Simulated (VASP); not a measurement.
Here is the system:

```xyz
3
Lattice="0.0000 2.6588 2.6588 2.6588 0.0000 2.6588 2.6588 2.6588 0.0000" Properties=species:S:1:pos:R:3 pbc="T T T"
Cd     2.6588     2.6588     5.3176
F      1.3294     1.3294     1.3294
F      3.9882     3.9882     3.9882
```

Method: PBEsol GGA, VASP's PBE PAW potentials (set 64) (plane waves; VASP 6.6.1). Numerical set-up: 600 eV cut-off, 6×6×6 Γ-centred mesh, Gaussian smearing of 0.050 eV, potentials Cd F.

Task: Give the stress tensor in GPa (positive for a compressed cell).

Result: 
```
5.23  0.00  0.00
0.00  5.23  0.00
0.00  0.00  5.23
```
The pressure is its mean diagonal, 5.23 GPa.

The compound is CdF2 in the fluorite structure. This cell was strained or had an atom moved on purpose.
